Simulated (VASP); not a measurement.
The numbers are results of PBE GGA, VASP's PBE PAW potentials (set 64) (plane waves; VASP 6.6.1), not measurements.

VASP input:

POSCAR:
```
Gd
1
    1.8455259834    -3.1965445476     0.0000000000
    1.8455259834     3.1965445476     0.0000000000
    0.0000000000     0.0000000000     5.7667923506
Gd
2
Direct
  0.3333330000   0.6666670000   0.2500000000
  0.6666670000   0.3333330000   0.7500000000
```

### KPOINTS
```
kpoints
0
G
12 12 7
0 0 0
```

### INCAR
```
! general
SYSTEM   =  Gd
PREC     =  Accurate
ENCUT    =  520
LREAL    =  .False.
LASPH    =  .True.

! electronic loop
EDIFF    =  1E-7
NELM     =  100
ALGO     =  Normal
LMAXMIX  =  6

! smearing
ISMEAR   =  1
SIGMA    =  0.1

! functional
GGA      =  PE

! ions
IBRION   =  2
NSW      =  30
ISIF     =  4
EDIFFG   =  -0.01

! output
LWAVE    =  .False.
LCHARG   =  .False.
```

POTCAR, in this order: Gd_3 (PBE.64 set). Program: vasp_std.

The run wrote:

**OSZICAR**
```
       N       E                     dE             d eps       ncg     rms          rms(c)
DAV:   1     0.388655428638E+02    0.38866E+02   -0.88949E+03  1976   0.122E+03
DAV:   2    -0.748045960107E+01   -0.46346E+02   -0.45239E+02  2216   0.235E+02
DAV:   3    -0.910869682352E+01   -0.16282E+01   -0.15383E+01  2666   0.270E+01
DAV:   4    -0.914150128127E+01   -0.32804E-01   -0.32580E-01  2298   0.392E+00
DAV:   5    -0.914257138205E+01   -0.10701E-02   -0.10699E-02  3038   0.533E-01    0.222E+01
DAV:   6    -0.914240123392E+01    0.17015E-03   -0.22222E-02  2211   0.120E+00    0.133E+01
DAV:   7    -0.915025564293E+01   -0.78544E-02   -0.40216E-02  2164   0.160E+00    0.208E-01
DAV:   8    -0.914993086245E+01    0.32478E-03   -0.22250E-03  2346   0.351E-01    0.564E-02
DAV:   9    -0.914994210347E+01   -0.11241E-04   -0.20830E-04  2582   0.106E-01    0.351E-02
DAV:  10    -0.914993674429E+01    0.53592E-05   -0.35111E-05  2418   0.416E-02    0.472E-02
DAV:  11    -0.914993829182E+01   -0.15475E-05   -0.64658E-06  2306   0.179E-02    0.265E-03
DAV:  12    -0.914993846229E+01   -0.17047E-06   -0.40857E-07  2774   0.432E-03    0.419E-03
DAV:  13    -0.914993840208E+01    0.60207E-07   -0.17654E-08  1348   0.105E-03
   1 F= -.91499384E+01 E0= -.91498262E+01  d E =-.914994E+01
       N       E                     dE             d eps       ncg     rms          rms(c)
DAV:   1    -0.915034304720E+01   -0.40458E-03   -0.15012E-02  1996   0.888E-01    0.769E-02
DAV:   2    -0.915014903678E+01    0.19401E-03   -0.24058E-04  2326   0.125E-01    0.466E-02
DAV:   3    -0.915006591916E+01    0.83118E-04   -0.11090E-04  2573   0.791E-02    0.241E-02
DAV:   4    -0.915006618553E+01   -0.26637E-06   -0.16441E-05  2579   0.281E-02    0.124E-02
DAV:   5    -0.915006610691E+01    0.78620E-07   -0.46818E-07  2642   0.501E-03
   2 F= -.91500661E+01 E0= -.91499076E+01  d E =-.127705E-03
       N       E                     dE             d eps       ncg     rms          rms(c)
DAV:   1    -0.915066046669E+01   -0.59428E-03   -0.30568E-02  1986   0.127E+00    0.110E-01
DAV:   2    -0.915026238290E+01    0.39808E-03   -0.49183E-04  2306   0.179E-01    0.670E-02
DAV:   3    -0.915009367538E+01    0.16871E-03   -0.22512E-04  2561   0.112E-01    0.354E-02
DAV:   4    -0.915009416838E+01   -0.49300E-06   -0.33113E-05  2559   0.398E-02    0.179E-02
DAV:   5    -0.915009405957E+01    0.10881E-06   -0.99538E-07  2930   0.728E-03    0.251E-03
DAV:   6    -0.915009403868E+01    0.20893E-07   -0.67632E-08  1321   0.201E-03
   3 F= -.91500940E+01 E0= -.91498575E+01  d E =-.155637E-03
```

### OUTCAR
```
------------------------ aborting loop because EDIFF is reached ----------------------------------------
  FORCE on cell =-STRESS in cart. coord.  units (eV):
  Direction    XX          YY          ZZ          XY          YZ          ZX
  --------------------------------------------------------------------------------------
  Total       -0.4997040     -0.4997040     -0.5267112      0.0000000      0.0000000      0.0000000
  in kB      -11.7667952    -11.7667936    -12.4027475      0.0000000      0.0000000      0.0000000
  external PRESSURE =     -11.9787788 kB  Pullay stress =       0.0000000 kB
  volume of cell :       68.04
      direct lattice vectors                 reciprocal lattice vectors
     1.841795453 -3.190083094  0.000000000     0.271474229 -0.156735729 -0.000000000
     1.841795453  3.190083094 -0.000000000     0.271474229  0.156735729  0.000000000
     0.000000000 -0.000000000  5.790177096     0.000000000  0.000000000  0.172706289
 POSITION                                       TOTAL-FORCE (eV/Angst)
 -----------------------------------------------------------------------------------
      1.84180      1.06336      1.44754         0.000000      0.000000      0.000000
      1.84180     -1.06336      4.34263        -0.000000     -0.000000      0.000000
 -----------------------------------------------------------------------------------
    total drift:                                0.000005      0.000118     -0.000011
  FREE ENERGIE OF THE ION-ELECTRON SYSTEM (eV)
  ---------------------------------------------------
  free  energy   TOTEN  =        -9.1500940387 eV

  energy  without entropy=       -9.1493843004  energy(sigma->0) =       -9.14985746

 reached required accuracy - stopping structural energy minimisation
```
(Selected blocks of OUTCAR.)

CONTCAR:
```
Gd
   1.00000000000000
     1.8417954528492131   -3.1900830936646094    0.0000000000000000
     1.8417954528492131    3.1900830936646094   -0.0000000000000000
     0.0000000000000000   -0.0000000000000000    5.7901770959921430
  Gd
     2
Direct
     0.3333330000000032    0.6666669999999968    0.2500000000000000
     0.6666669999999968    0.3333330000000032    0.7500000000000000
```

The 4f electrons are frozen in the core of the lanthanide potential, so 4f levels, which can set the real gap, and their magnetism are missing.

The compound is Gd in the hcp structure. This cell is one point of a volume scan, at 1.03 of the reference volume. Symmetry was kept, so distortions that lower it aren't found.
